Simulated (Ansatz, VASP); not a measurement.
# Cross-check of Ca (dimer Ca chain) between VASP and Ansatz, part 2 of 2

Aim: how closely do two programs agree when they are given the same cell, functional and k mesh? The structure shown is the start of the Ansatz relaxation below; VASP solves that cell, so the two are compared at the walk's first step.

VASP 6.6.1 and Ansatz 0.2.0.

So far. Step 4 (Side by side): The forces differ by 2.5 meV/Å r.m.s., which is 0.4 % of the r.m.s. force of 0.676 eV/Å (both taken over all components).

In doubt: too few empty bands were carried (steps 5, 8), so the values of those runs are not to be relied on.

**6. VASP: single point, LDA, start cell**

Level of this step: LDA, zero-moment start; plane waves and PAW (Ca_sv) (VASP).

The same cell, functional (in two slightly different forms), mesh and smearing now go to VASP, with its own data sets.

File INCAR:

```
SYSTEM = Ca
PREC = Accurate
ENCUT = 400
EDIFF = 1E-06
NELM = 200
ISMEAR = -1
SIGMA = 0.05
LREAL = .FALSE.
ALGO = Normal
GGA = CA
NBANDS = 17
ISPIN = 2
MAGMOM = -0 -0
LORBIT = 11
LWAVE = .FALSE.
LCHARG = .FALSE.
ISIF = 2
LASPH = .TRUE.
GGA_COMPAT = .FALSE.
KPAR = 2
```

File POSCAR:

```
Ca
1.0
   12.0000000000      0.0000000000      0.0000000000
    0.0000000000     12.0000000000      0.0000000000
    0.0000000000      0.0000000000      6.6880000000
Ca
2
Direct
    0.5000000000      0.5000000000      0.0000000000
    0.5000000000      0.5000000000      0.4500000000
```

File KPOINTS:

```
Automatic mesh
0
Gamma
1 1 12
0 0 0
```

Potentials, in the order of the species: Ca_sv (LDA family, release 64).

Run with:

```bash
$ mpirun -np 2 vasp_std
```

Numbers of over 12 decimals in the logs are rounded to 6 here.

The program printed:

```text
[banner, memory and clock lines left out]
running    2 mpi-ranks, on    1 nodes
[...]
LDA part: xc-table for (Slater(with rela. corr.)+CA(PZ))
 , standard interpolation
 POSCAR, INCAR and KPOINTS ok, starting setup
[...]
entering main loop
       N       E                     dE             d eps       ncg     rms          rms(c)
DAV:   1     0.873779496362E+02    0.87378E+02   -0.79883E+03   716   0.592E+02
DAV:   2     0.850830002466E+01   -0.78870E+02   -0.78328E+02   665   0.168E+02
DAV:   3    -0.709297779305E+00   -0.92176E+01   -0.91219E+01   939   0.365E+01
DAV:   4    -0.100517922138E+01   -0.29588E+00   -0.27613E+00   620   0.725E+00
[...]
DAV:  21    -0.399427561902E+00   -0.14851E-04   -0.18068E-06   540   0.265E-03    0.130E-03
DAV:  22    -0.399431134249E+00   -0.35723E-05   -0.71690E-07   493   0.182E-03    0.515E-04
DAV:  23    -0.399431350477E+00   -0.21623E-06   -0.78339E-08   493   0.948E-04
   1 F= -.39943135E+00 E0= -.35060236E+00  d E =-.976580E-01  mag=     0.0000
```

Parts of OUTCAR (step 6):

```text
  Total       -0.0380200     -0.0380200      4.0033185      0.0000000     -0.0000000      0.0000000
  in kB       -0.0632504     -0.0632504      6.6599653      0.0000000     -0.0000000      0.0000000
  external PRESSURE =       2.1778215 kB  Pullay stress =       0.0000000 kB

 POSITION                                       TOTAL-FORCE (eV/Angst)
 -----------------------------------------------------------------------------------
      6.00000      6.00000      0.00000         0.000000      0.000000     -1.049204
      6.00000      6.00000      3.00960         0.000000      0.000000      1.049204
 -----------------------------------------------------------------------------------
    total drift:                                0.000000     -0.000000      0.000018

  FREE ENERGIE OF THE ION-ELECTRON SYSTEM (eV)
  ---------------------------------------------------
  free  energy   TOTEN  =        -0.3994313505 eV

  energy  without entropy=       -0.3017733743  energy(sigma->0) =       -0.35060236

 magnetization (x)
# of ion       s       p       d       tot
------------------------------------------
    1        0.000   0.000   0.000   0.000
    2        0.000   0.000   0.000   0.000
--------------------------------------------------
tot          0.000   0.000   0.000   0.000

[... 1 part as in an earlier step ...]

[... 2 further parts left out ...]
[key lines of the parts left out:]
E-fermi :  -1.9971
```

**7. Comparison**

What differs besides the data sets and the points named for the pairs above, as far as they apply: the two LDA forms differ slightly; VASP's log shows a relativistic correction to its local exchange, Ansatz's none. Total energies have different zeros and are not compared.

Forces (eV/Å; atoms numbered as in POSCAR):

```
atom        Ansatz x, y, z          VASP x, y, z
 Ca1  0.000, 0.000, -0.907  0.000, 0.000, -1.049
 Ca2   0.000, 0.000, 0.907   0.000, 0.000, 1.049
```

The forces differ by 82 meV/Å r.m.s., which is 13.5 % of the r.m.s. force of 0.606 eV/Å (both taken over all components). Moments aren't recorded for both runs of this pair, so they may hold unlike magnetic states.

**8. Ansatz: relaxation, PBEsol**

The two programs are compared at the cell with which this relaxation starts, whose forces are those of its first step.

The structure compared here is the start of the Ansatz relaxation; VASP solves that cell, so the two are compared at the walk's first step.

File input.yaml:

```yaml
crystal:
  lattice:
    - [12.0, 0.0, 0.0]
    - [0.0, 12.0, 0.0]
    - [0.0, 0.0, 6.688]
  atoms:
    - { symbol: Ca, position: [0.5, 0.5, 0.0], spin: 0.5 }
    - { symbol: Ca, position: [0.5, 0.5, 0.45], spin: 0.5 }
magnetization:
  spin_polarized: true
kpoints:
  mp_grid: { grid: [1, 1, 12] }
scf:
  occupations: { method: fermi_dirac, width: 0.05 }
hamiltonian:
  xc: pbesol
relax:
  cell: { fix: [a, b, alpha, beta, gamma] }
  max_steps: 60
```

Run with:

```bash
$ ansatz run input.yaml --threads 4 --pin off --max-ram 16384MiB --backend cpu --events-out ev --progress --plain --runs-dir out
```

The program printed:

```text
[...]
Crystal: 2 atoms, lattice volume = 963.072 Å³
Basis set: ecut = 420 eV, 18767 PW (Γ), exchange–correlation on 162×162×90 points (8 copies of the dense FFT grid, shifted against one another)
Bands: 15, of which v1, the nominal top of the filled ones, is band 10 counted from 1 (9 counted from 0)
Symmetry: 16 space group operations
[...]
k-point 6 ↓: bands = [... 6 lower, -26.4466, -26.4454, -3.2301, -3.2225, -1.2996, -1.2996, -1.2928, -1.2928, ... 1 higher]
--- Relaxed structure (7 steps of the walk, 7 accepted, 1 SCFs on fresh bases) ---
[...]
cell:  # Å, volume = 1121.0029 Å³
    - [12.0, 0.0, 0.0]
    - [0.0, 12.0, 0.0]
    - [0.0, 0.0, 7.784742]
  atoms:
    - { symbol: Ca, position: [0.5, 0.5, -0.024592] }
    - { symbol: Ca, position: [0.5, 0.5, 0.474592] }
[key lines of the parts left out:]
SCF converged after 7 iterations
Magnetization: -0.0000 μB (10.0000 up, 10.0000 down)
Free energy (F): -3584.016150 eV
Fermi energy:    -1.560631 eV
P = ⅓ Tr σ = 0.0014 GPa (0.014 kbar)
```

**9. VASP: single point, PBEsol, start cell**

The same cell, functional, mesh and smearing now go to VASP, with its own data sets.

INCAR, as its differences from that of step 6:

```diff
@@ -9,3 +9,3 @@
 ALGO = Normal
-GGA = CA
+GGA = PS
 NBANDS = 17
```

POSCAR is that of step 6.

KPOINTS is that of step 6.

PAW data sets: Ca_sv (PBE family, release 64).

Run with:

```bash
$ mpirun -np 2 vasp_std
```

The program printed:

```text
[banner, memory and clock lines left out]
running    2 mpi-ranks, on    1 nodes
[...]
|                                                                             |
|               ----> ADVICE to this user running VASP <----                  |
|                                                                             |
|     You enforced a specific xc type in the INCAR file but a different       |
|     [... a line on the potential file left out ...]
|     I HOPE YOU KNOW WHAT YOU ARE DOING!                                     |
|                                                                             |

 LDA part: xc-table for (Slater+PW92), standard interpolation
 POSCAR, INCAR and KPOINTS ok, starting setup
[...]
entering main loop
       N       E                     dE             d eps       ncg     rms          rms(c)
DAV:   1     0.874761820752E+02    0.87476E+02   -0.79843E+03   716   0.593E+02
DAV:   2     0.845231718713E+01   -0.79024E+02   -0.78474E+02   665   0.168E+02
DAV:   3    -0.530741028461E+00   -0.89831E+01   -0.88986E+01   941   0.363E+01
DAV:   4    -0.808380923409E+00   -0.27764E+00   -0.25854E+00   636   0.717E+00
[...]
DAV:  20    -0.309909984970E+00   -0.41961E-04   -0.52996E-06   493   0.831E-03    0.319E-03
DAV:  21    -0.309922282953E+00   -0.12298E-04   -0.26494E-06   543   0.779E-03    0.222E-03
DAV:  22    -0.309921845403E+00    0.43755E-06   -0.12006E-06   487   0.583E-03
   1 F= -.30992185E+00 E0= -.26048574E+00  d E =-.988722E-01  mag=    -0.0001
```

OUTCAR, selected parts (step 9):

```text
  Total       -0.0336217     -0.0336217      4.8662501      0.0000000      0.0000000      0.0000000
  in kB       -0.0559335     -0.0559335      8.0955479      0.0000000      0.0000000      0.0000000
  external PRESSURE =       2.6612270 kB  Pullay stress =       0.0000000 kB

 POSITION                                       TOTAL-FORCE (eV/Angst)
 -----------------------------------------------------------------------------------
      6.00000      6.00000      0.00000        -0.000000     -0.000000     -1.123967
      6.00000      6.00000      3.00960         0.000000      0.000000      1.123967
 -----------------------------------------------------------------------------------
    total drift:                                0.000000     -0.000000      0.000019

  FREE ENERGIE OF THE ION-ELECTRON SYSTEM (eV)
  ---------------------------------------------------
  free  energy   TOTEN  =        -0.3099218454 eV

  energy  without entropy=       -0.2110496406  energy(sigma->0) =       -0.26048574

 magnetization (x)
# of ion       s       p       d       tot
------------------------------------------
    1       -0.000  -0.000  -0.000  -0.000
    2       -0.000  -0.000  -0.000  -0.000
--------------------------------------------------
tot         -0.000  -0.000  -0.000  -0.000

[... 2 parts as in an earlier step ...]

[... 1 further part left out ...]
[key lines of the parts left out:]
E-fermi :  -1.8914
```

**10. Side by side**

What differs besides the data sets and the points named for the pairs above, as far as they apply: Ansatz makes its cores anew for this functional, VASP keeps those of its PBE data sets. Total energies have different zeros and are not compared.

Forces (eV/Å; atoms numbered as in POSCAR):

```
atom        Ansatz x, y, z          VASP x, y, z
 Ca1  0.000, 0.000, -0.893  0.000, 0.000, -1.124
 Ca2   0.000, 0.000, 0.893   0.000, 0.000, 1.124
```

The forces differ by 134 meV/Å r.m.s., which is 20.6 % of the r.m.s. force of 0.649 eV/Å (both taken over all components). Moments aren't recorded for both runs of this pair, so they may hold unlike magnetic states.

**11. Results**

| Quantity | Value |
| --- | --- |
| r.m.s. force difference (single point, PBE, start cell) | 0.37 % of the r.m.s. force |
| r.m.s. force difference (single point, LDA, start cell) | 14 % of the r.m.s. force |
| r.m.s. force difference (single point, PBEsol, start cell) | 21 % of the r.m.s. force |

In words: The r.m.s. force difference is 21 % of the r.m.s. force (single point, PBEsol, start cell), beyond the 3 % picked in this series as the mark of a large difference. What causes the difference of the single point, LDA, start cell pair stays open here. What causes the difference of the single point, PBEsol, start cell pair stays open here. 7 further runs of this series are not shown here. Such differences can come from data sets, numerical settings and the points named under the comparisons, not from the functional's error against experiment.

[Lines on the potential files, build, host, timing and source positions are cut from VASP's logs without a mark.]

[Logs are printed without paths, hosts, clocks, repeated set-up lines and the standing remarks that a program may print on its own settings, such as how far it seeks lower states.]

[Hosts, paths, dates, database ids (printed as entryN), source tags and the programs' standing remarks are cut or masked in the printed files.]
